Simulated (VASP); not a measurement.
These are rev-vdW-DF2, VASP's PBE PAW potentials (set 64) (plane waves; VASP) values and carry that method's errors.

Input for VASP

**POSCAR**
```
BAs
1
    0.0000000000     2.4029413503     2.4029413503
    2.4029413503    -0.0000000000     2.4029413503
    2.4029413503     2.4029413503     0.0000000000
B As
1 1
Direct
  0.0000000000   0.0000000000   0.0000000000
  0.2500000000   0.2500000000   0.2500000000
```

INCAR:
```
SYSTEM=BAs
PREC=Accurate; ENCUT=520; LREAL=.FALSE.
LASPH=.TRUE.; ICHARG=11
EDIFF=1E-7; NELM=100; ALGO=Normal
LMAXMIX=4
ISMEAR=0; SIGMA=0.05
GGA=MK; LUSE_VDW=.TRUE.; AGGAC=0.0
PARAM1=0.1234568; PARAM2=0.7114; ZAB_VDW=-1.8867
LWAVE=.FALSE.; LCHARG=.FALSE.; LORBIT=11
```

### KPOINTS
```
k-points along high-symmetry lines
15
Line-mode
Reciprocal
  0.000000   0.000000   0.000000 ! GAMMA
 -0.500000  -0.500000   0.000000 ! X

 -0.500000  -0.500000   0.000000 ! X
 -0.375000  -0.375000   0.250000 ! U

 -0.375000  -0.000000   0.375000 ! K
  0.000000   0.000000   0.000000 ! GAMMA

  0.000000   0.000000   0.000000 ! GAMMA
 -0.000000  -0.000000   0.500000 ! L

 -0.000000  -0.000000   0.500000 ! L
 -0.500000  -0.250000   0.250000 ! W

 -0.500000  -0.250000   0.250000 ! W
 -0.500000  -0.500000   0.000000 ! X
```

POTCAR, in this order: B As (PBE.64 set). Program: vasp_std. Read from the step before: CHGCAR.

The resulting files:

OSZICAR:
```
       N       E                     dE             d eps       ncg     rms          rms(c)
DAV:   1     0.168380576219E+02    0.16838E+02   -0.39387E+03  1448   0.872E+02
DAV:   2    -0.719803982915E+01   -0.24036E+02   -0.22866E+02  2192   0.103E+02
DAV:   3    -0.754407110184E+01   -0.34603E+00   -0.34603E+00  1688   0.163E+01
DAV:   4    -0.754470350272E+01   -0.63240E-03   -0.63240E-03  2072   0.674E-01
DAV:   5    -0.754470396603E+01   -0.46331E-06   -0.46331E-06  1704   0.133E-02
DAV:   6    -0.754470396712E+01   -0.10931E-08   -0.10929E-08  2112   0.502E-04
   1 F= -.75447040E+01 E0= -.75447040E+01  d E =-.959921E-17
```

OUTCAR:
```
 val. band max:        5.8608928511   @ k =   0.0000   0.0000   0.0000

 cond. band min:       7.0485548800   @ k =  -0.3929  -0.3929   0.0000



 k-point     1 :       0.0000    0.0000    0.0000
  band No.  band energies     occupation
      1      -9.3680      2.00000
      2       5.8609      2.00000
      3       5.8609      2.00000
      4       5.8609      2.00000
      5       9.1215      0.00000
      6       9.1215      0.00000
      7       9.1215      0.00000
      8      10.3056      0.00000

 k-point     2 :      -0.0357   -0.0357    0.0000
  band No.  band energies     occupation
      1      -9.3405      2.00000
      2       5.7112      2.00000
      3       5.7281      2.00000
      4       5.7281      2.00000
      5       9.0326      0.00000
      6       9.2840      0.00000
      7       9.2840      0.00000
      8      10.4550      0.00000

 k-point     3 :      -0.0714   -0.0714    0.0000
  band No.  band energies     occupation
      1      -9.2581      2.00000
      2       5.3060      2.00000
      3       5.3926      2.00000
      4       5.3926      2.00000
      5       8.8255      0.00000
      6       9.7083      0.00000
      7       9.7083      0.00000
      8      10.7977      0.00000

 k-point     4 :      -0.1071   -0.1071    0.0000
  band No.  band energies     occupation
      1      -9.1212      2.00000
      2       4.7312      2.00000
      3       4.9591      2.00000
      4       4.9591      2.00000
      5       8.5662      0.00000
      6      10.2883      0.00000
      7      10.2883      0.00000
      8      11.1607      0.00000

 k-point     5 :      -0.1429   -0.1429    0.0000
  band No.  band energies     occupation
      1      -8.9304      2.00000
      2       4.0564      2.00000
      3       4.4962      2.00000
      4       4.4962      2.00000
      5       8.2870      0.00000
      6      10.9530      0.00000
      7      10.9530      0.00000
      8      11.3738      0.00000
...
```

The density is held fixed in this step, so its total energy and stress have no physical meaning.

The compound is BAs in the zinc blende structure. It was relaxed first.
